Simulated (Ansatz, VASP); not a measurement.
# Cross-check of TiC (Khamrabaevite) between VASP and Ansatz

Aim: how closely do two programs agree when they are given the same cell, functional and k mesh? The cell is taken from a series of runs on this material, whose earlier steps may have relaxed, scaled, displaced or heated it; both programs get it as it stands.

Method: plane waves, with VASP 6.6.1 beside it; relaxation of cell and atoms at r2SCAN with rVV10, in Ansatz 0.2.0.

## 1. The structure

The structure is cubic, space group Fm-3m (No. 225). Conventional cell: a = 4.328 Å, b = 4.328 Å, c = 4.328 Å, α = 90.00°, β = 90.00°, γ = 90.00°. Nearest to Ti lie 6 C at 2.16 Å. Nearest to C lie 6 Ti at 2.16 Å. Farther neighbours are not listed.

## 2. VASP: relaxation of cell and atoms, r2SCAN with rVV10

The relaxed volume is the usual yardstick between codes: in a stiff, nearly cubic crystal its relative difference is about their pressure difference at one cell divided by the bulk modulus.

Lines of VASP's logs that name or quote its potential files are left out, and so is its time.

INCAR

```
SYSTEM = TiC
PREC = Accurate
ENCUT = 660
EDIFF = 1E-07
NELM = 120
ISMEAR = -1
SIGMA = 0.05
LREAL = .FALSE.
ALGO = Normal
METAGGA = R2SCAN
LUSE_VDW = .TRUE.
IVDW_NL = 2
BPARAM = 11.95
CPARAM = 0.0093
LASPH = .TRUE.
NBANDS = 14
LORBIT = 11
LWAVE = .FALSE.
LCHARG = .FALSE.
ISIF = 3
IBRION = 2
NSW = 80
EDIFFG = -0.005
GGA_COMPAT = .FALSE.
NELMIN = 4
LMIXTAU = .TRUE.
```

POSCAR

```
TiC
1.0
    0.0000000000      2.1640000000      2.1640000000
    2.1640000000      0.0000000000      2.1640000000
    2.1640000000      2.1640000000      0.0000000000
Ti C
1 1
Direct
    0.0000000000      0.0000000000      0.0000000000
    0.5000000000      0.5000000000      0.5000000000
```

KPOINTS

```
Automatic mesh
0
Gamma
13 13 13
0 0 0
```

PAW data sets: Ti_sv and C (PBE family, release 64).

The run is started by

```console
$ mpirun -np 1 vasp_std
```

Numbers of over 12 decimals in the logs are rounded to 6 here.

The program printed:

```text
[banner, memory and clock lines left out]
running    1 mpi-ranks, on    1 nodes
 distrk:  each k-point on    1 cores,    1 groups
 distr:  one band on    1 cores,    1 groups

 POSCAR found type information on POSCAR TiC
 POSCAR found :  2 types and       2 ions
|                                                                             |
|               ----> ADVICE to this user running VASP <----                  |
|                                                                             |
|     You have switched on vdW-DFT.                                           |
|     This routine was written and supplied by Jiri Klimes. We recommend      |
|     that you carefully read and cite the following publications:            |
|       J. Klimes, D.R. Bowler, A. Michelides                                 |
|          J. Phys.: Cond Matt. 22 022201 (2010)                              |
|       J. Klimes, D.R. Bowler, A. Michelides                                 |
|          Phys. Rev. B. 83, 195131 (2011)                                    |
|     and references therein.                                                 |
|                                                                             |

|                                                                             |
|               ----> ADVICE to this user running VASP <----                  |
|                                                                             |
|     You enforced a specific xc type in the INCAR file but a different       |
|     [... a line on the potential file left out ...]
|     I HOPE YOU KNOW WHAT YOU ARE DOING!                                     |
|                                                                             |

 LDA part: xc-table for (None), standard interpolation
 POSCAR, INCAR and KPOINTS ok, starting setup
 FFT: planning ... GRIDC
 FFT: planning ... GRID_SOFT
 FFT: planning ... GRID
 WAVECAR not read
 entering main loop
       N       E                     dE             d eps       ncg     rms          rms(c)
Total rVV10 correction in eV:      0.2940405    16.0463437
DAV:   1     0.130588283485E+03    0.13059E+03   -0.96872E+03  2352   0.166E+03
DAV:   2    -0.238713120431E+02   -0.15446E+03   -0.14646E+03  2538   0.398E+02
DAV:   3    -0.332596682814E+02   -0.93884E+01   -0.91728E+01  3246   0.942E+01
DAV:   4    -0.336411480070E+02   -0.38148E+00   -0.38107E+00  2924   0.168E+01
DAV:   5    -0.336512567043E+02   -0.10109E-01   -0.10107E-01  3146   0.240E+00    0.189E+01
Total rVV10 correction in eV:      0.2921437    16.0463438
DAV:   6    -0.242757496146E+02    0.93755E+01   -0.13167E+01  3152   0.731E+01    0.515E+00
Total rVV10 correction in eV:      0.2929797    16.0463438
DAV:   7    -0.245459140248E+02   -0.27016E+00   -0.24398E+00  2694   0.244E+01    0.458E+00
Total rVV10 correction in eV:      0.2910140    16.0463438
DAV:   8    -0.245642831554E+02   -0.18369E-01   -0.14798E-01  3202   0.487E+00    0.283E+00
Total rVV10 correction in eV:      0.2872526    16.0463438
DAV:   9    -0.246217439757E+02   -0.57461E-01   -0.13258E-01  2580   0.651E+00    0.138E+00
Total rVV10 correction in eV:      0.2881903    16.0463438
DAV:  10    -0.245864993159E+02    0.35245E-01   -0.83392E-02  3382   0.441E+00    0.390E-01
Total rVV10 correction in eV:      0.2884405    16.0463438
DAV:  11    -0.245837742935E+02    0.27250E-02   -0.32234E-03  2726   0.697E-01    0.199E-01
Total rVV10 correction in eV:      0.2886843    16.0463438
DAV:  12    -0.245858192432E+02   -0.20449E-02   -0.27587E-03  2502   0.610E-01    0.833E-02
Total rVV10 correction in eV:      0.2887340    16.0463438
DAV:  13    -0.245853152386E+02    0.50400E-03   -0.67751E-04  2544   0.292E-01    0.485E-02
Total rVV10 correction in eV:      0.2887498    16.0463438
DAV:  14    -0.245856325389E+02   -0.31730E-03   -0.42615E-04  2886   0.202E-01    0.922E-03
Total rVV10 correction in eV:      0.2887256    16.0463438
DAV:  15    -0.245856342376E+02   -0.16987E-05   -0.19529E-05  2610   0.488E-02    0.892E-03
Total rVV10 correction in eV:      0.2887189    16.0463438
DAV:  16    -0.245856355045E+02   -0.12669E-05   -0.42529E-06  3194   0.212E-02    0.602E-03
Total rVV10 correction in eV:      0.2887188    16.0463438
DAV:  17    -0.245856326393E+02    0.28652E-05   -0.20570E-06  2970   0.190E-02    0.181E-03
Total rVV10 correction in eV:      0.2887207    16.0463438
DAV:  18    -0.245856332399E+02   -0.60057E-06   -0.41544E-07  2988   0.651E-03    0.727E-04
Total rVV10 correction in eV:      0.2887206    16.0463438
DAV:  19    -0.245856331417E+02    0.98183E-07   -0.10299E-08  1434   0.119E-03
Total rVV10 correction in eV:      0.2887192    16.0463438
Total rVV10 correction in eV:      0.2887195    16.0463438
   1 F= -.24585633E+02 E0= -.24584663E+02  d E =-.245856E+02
 curvature:   0.00 expect dE= 0.000E+00 dE for cont linesearch  0.000E+00
 trial: gam= 0.00000 g(F)=  0.360E-60 g(S)=  0.256E-03 ort = 0.000E+00 (trialstep = 0.100E+01)
 search vector abs. value=  0.256E-03
 bond charge predicted
       N       E                     dE             d eps       ncg     rms          rms(c)
Total rVV10 correction in eV:      0.2887929    16.0463438
DAV:   1    -0.245885092820E+02   -0.28760E-02   -0.62041E-02  2670   0.389E+00    0.535E-01
Total rVV10 correction in eV:      0.2882730    16.0463438
DAV:   2    -0.245858686183E+02    0.26407E-02   -0.82246E-03  2800   0.168E+00    0.153E-01
Total rVV10 correction in eV:      0.2881599    16.0463438
DAV:   3    -0.245854841046E+02    0.38451E-03   -0.10565E-03  3164   0.393E-01    0.576E-02
Total rVV10 correction in eV:      0.2880374    16.0463438
DAV:   4    -0.245855041873E+02   -0.20083E-04   -0.43565E-04  2970   0.223E-01    0.304E-02
Total rVV10 correction in eV:      0.2880636    16.0463438
DAV:   5    -0.245855319559E+02   -0.27769E-04   -0.89718E-05  3192   0.853E-02    0.130E-02
Total rVV10 correction in eV:      0.2880695    16.0463438
DAV:   6    -0.245855674321E+02   -0.35476E-04   -0.21212E-05  3328   0.360E-02    0.104E-02
Total rVV10 correction in eV:      0.2880721    16.0463438
DAV:   7    -0.245855689511E+02   -0.15189E-05   -0.32855E-06  3266   0.175E-02    0.788E-03
Total rVV10 correction in eV:      0.2880573    16.0463438
DAV:   8    -0.245855802220E+02   -0.11271E-04   -0.28848E-06  2744   0.218E-02    0.393E-03
Total rVV10 correction in eV:      0.2880586    16.0463438
DAV:   9    -0.245855790597E+02    0.11622E-05   -0.38227E-07  2742   0.879E-03    0.187E-03
Total rVV10 correction in eV:      0.2880594    16.0463438
DAV:  10    -0.245855806665E+02   -0.16068E-05   -0.16287E-07  2628   0.395E-03    0.125E-03
Total rVV10 correction in eV:      0.2880605    16.0463438
DAV:  11    -0.245855802666E+02    0.39986E-06   -0.16311E-07  2734   0.443E-03    0.973E-05
Total rVV10 correction in eV:      0.2880606    16.0463438
DAV:  12    -0.245855802862E+02   -0.19565E-07   -0.38045E-08  1536   0.175E-03
Total rVV10 correction in eV:      0.2880605    16.0463438
Total rVV10 correction in eV:      0.2880605    16.0463438
   2 F= -.24585580E+02 E0= -.24584611E+02  d E =0.528555E-04
 trial-energy change:    0.000053  1 .order    0.000056   -0.000256    0.000369
 step:   0.4180(harm=  0.4096)  dis= 0.00000  next Energy=   -24.585687 (dE=-0.537E-04)
 bond charge predicted
       N       E                     dE             d eps       ncg     rms          rms(c)
Total rVV10 correction in eV:      0.2880178    16.0463438
DAV:   1    -0.245866909826E+02   -0.11107E-02   -0.21070E-02  2670   0.228E+00    0.313E-01
Total rVV10 correction in eV:      0.2883219    16.0463438
DAV:   2    -0.245858083286E+02    0.88265E-03   -0.28646E-03  2798   0.990E-01    0.905E-02
Total rVV10 correction in eV:      0.2883865    16.0463438
DAV:   3    -0.245856754831E+02    0.13285E-03   -0.36455E-04  3158   0.235E-01    0.337E-02
Total rVV10 correction in eV:      0.2884576    16.0463438
DAV:   4    -0.245856703965E+02    0.50866E-05   -0.14814E-04  2958   0.129E-01    0.175E-02
Total rVV10 correction in eV:      0.2884428    16.0463438
DAV:   5    -0.245856830054E+02   -0.12609E-04   -0.29501E-05  3192   0.479E-02    0.781E-03
Total rVV10 correction in eV:      0.2884392    16.0463438
DAV:   6    -0.245856877322E+02   -0.47268E-05   -0.73449E-06  3332   0.209E-02    0.636E-03
Total rVV10 correction in eV:      0.2884375    16.0463438
DAV:   7    -0.245856885171E+02   -0.78491E-06   -0.12645E-06  3272   0.109E-02    0.460E-03
Total rVV10 correction in eV:      0.2884461    16.0463438
DAV:   8    -0.245856868093E+02    0.17078E-05   -0.97638E-07  2752   0.121E-02    0.230E-03
Total rVV10 correction in eV:      0.2884453    16.0463438
DAV:   9    -0.245856873257E+02   -0.51643E-06   -0.11028E-07  2046   0.495E-03    0.105E-03
Total rVV10 correction in eV:      0.2884449    16.0463438
DAV:  10    -0.245856865027E+02    0.82302E-06   -0.59722E-08  1572   0.258E-03    0.744E-04
Total rVV10 correction in eV:      0.2884441    16.0463438
DAV:  11    -0.245856867976E+02   -0.29494E-06   -0.47697E-08  1500   0.268E-03    0.121E-04
Total rVV10 correction in eV:      0.2884442    16.0463438
DAV:  12    -0.245856867798E+02    0.17798E-07   -0.31734E-08  1386   0.126E-03
Total rVV10 correction in eV:      0.2884441    16.0463438
Total rVV10 correction in eV:      0.2884442    16.0463438
   3 F= -.24585687E+02 E0= -.24584717E+02  d E =-.536381E-04
 curvature:  -0.20 expect dE=-0.706E-07 dE for cont linesearch -0.706E-07
 trial: gam= 0.00000 g(F)=  0.363E-60 g(S)=  0.345E-06 ort =-0.940E-05 (trialstep = 0.884E+00)
 search vector abs. value=  0.345E-06
 reached required accuracy - stopping structural energy minimisation
```

Parts of OUTCAR (step 2):

```text
ion  position               nearest neighbor table
   1  0.000  0.000  0.000-   2 2.16   2 2.16   2 2.16   2 2.16   2 2.16   2 2.16
   2  0.500  0.500  0.500-   1 2.16   1 2.16   1 2.16   1 2.16   1 2.16   1 2.16

  LATTYP: Found a face centered cubic cell.
 ALAT       =     4.3280000000

 Subroutine GETGRP returns: Found 48 space group operations
 (whereof 48 operations were pure point group operations)

The static configuration has the point symmetry O_h .

 Found     84 irreducible k-points:

   k-points           NKPTS =     84   k-points in BZ     NKDIM =     84   number of bands    NBANDS=     14

   dimension x,y,z NGX =    28 NGY =   28 NGZ =   28
   dimension x,y,z NGXF=    56 NGYF=   56 NGZF=   56

   ENCUT  =  660.0 eV  48.51 Ry    6.96 a.u.   6.41  6.41  6.41*2*pi/ulx,y,z

   NELECT =      16.0000    total number of electrons

 k-points in reciprocal lattice and weights: Automatic mesh
   0.00000000  0.00000000  0.00000000       0.000
   0.07692308  0.00000000  0.00000000       0.004
   0.15384615  0.00000000  0.00000000       0.004
   0.23076923  0.00000000  0.00000000       0.004
   0.30769231  0.00000000  0.00000000       0.004
   0.38461538  0.00000000  0.00000000       0.004
   0.46153846  0.00000000  0.00000000       0.004
   0.07692308  0.07692308  0.00000000       0.003
   0.15384615  0.07692308  0.00000000       0.011
[...]
-0.30769231  0.46153846  0.15384615       0.011
  -0.30769231  0.46153846  0.23076923       0.011

 average (electrostatic) potential at core
       1 -75.5683       2 -46.0923

 E-fermi :   9.5575

 k-point     1 :       0.0000    0.0000    0.0000
  band No.  band energies     occupation
      1     -49.4152      2.00000
      2     -24.3942      2.00000
      3     -24.3942      2.00000
      4     -24.3942      2.00000
      5      -3.6990      2.00000
      6      10.3952      0.00000
      7      10.3952      0.00000
      8      10.3952      0.00000
      9      11.2062      0.00000
     10      11.2062      0.00000
    ...

 k-point     2 :       0.0769    0.0000    0.0000
  band No.  band energies     occupation
      1     -49.4109      2.00000
      2     -24.4254      2.00000
      3     -24.3970      2.00000
      4     -24.3970      2.00000
      5      -3.5614      2.00000
      6       9.6564      0.24288
      7       9.8550      0.00520
      8       9.8550      0.00520
      9      10.6515      0.00000
     10      10.6515      0.00000
    ...

 k-point     3 :       0.1538    0.0000    0.0000
  band No.  band energies     occupation
    ...
      4     -24.4047      2.00000
      5      -3.1609      2.00000
      6       8.3905      2.00000
      7       8.7815      2.00000
      8       8.7815      2.00000
      9      10.9169      0.00000
     10      10.9169      0.00000
     11      12.0745      0.00000
     12      13.9609      0.00000
     13      13.9609      0.00000
    ...

  Total        0.0021834      0.0021834      0.0021834      0.0000000      0.0000000      0.0000000
  in kB        0.1729135      0.1729135      0.1729135      0.0000000      0.0000000      0.0000000
  external PRESSURE =       0.1729135 kB  Pullay stress =       0.0000000 kB

  energy-cutoff  :      660.00
  volume of cell :       20.23
      direct lattice vectors                 reciprocal lattice vectors
     0.000000000  2.162702503  2.162702503    -0.231192223  0.231192223  0.231192223
     2.162702503  0.000000000  2.162702503     0.231192223 -0.231192223  0.231192223
     2.162702503  2.162702503 -0.000000000     0.231192223  0.231192223 -0.231192223

 POSITION                                       TOTAL-FORCE (eV/Angst)
 -----------------------------------------------------------------------------------
      0.00000      0.00000      0.00000        -0.000000      0.000000     -0.000000
      2.16270      2.16270      2.16270         0.000000     -0.000000      0.000000
 -----------------------------------------------------------------------------------
    total drift:                               -0.000000      0.000000      0.000000

  FREE ENERGIE OF THE ION-ELECTRON SYSTEM (eV)
  ---------------------------------------------------
  free  energy   TOTEN  =       -24.5856867798 eV

  energy  without entropy=      -24.5837468889  energy(sigma->0) =      -24.58471683

 reached required accuracy - stopping structural energy minimisation

 total charge
# of ion       s       p       d       tot
------------------------------------------
    1        2.199   6.256   1.911  10.366
    2        0.905   1.520   0.000   2.425
--------------------------------------------------
tot          3.104   7.776   1.911  12.791

[... 3 further parts left out ...]
```

CONTCAR:

```
TiC
   1.00000000000000
     0.0000000000000000    2.1627025029113667    2.1627025029113667
     2.1627025029113667    0.0000000000000000    2.1627025029113667
     2.1627025029113667    2.1627025029113667   -0.0000000000000000
  Ti              C
     1     1
Direct
     0.0000000000000000    0.0000000000000000    0.0000000000000000
     0.5000000000000000    0.5000000000000000    0.5000000000000000
```

[end of part 1 of 2]

[Lines on the potential files, build, host, timing and source positions are cut from VASP's logs without a mark.]

[Logs are printed without paths, hosts, clocks, repeated set-up lines and the standing remarks that a program may print on its own settings, such as how far it seeks lower states.]

[Hosts, paths, dates, database ids (printed as entryN), source tags and the programs' standing remarks are cut or masked in the printed files.]
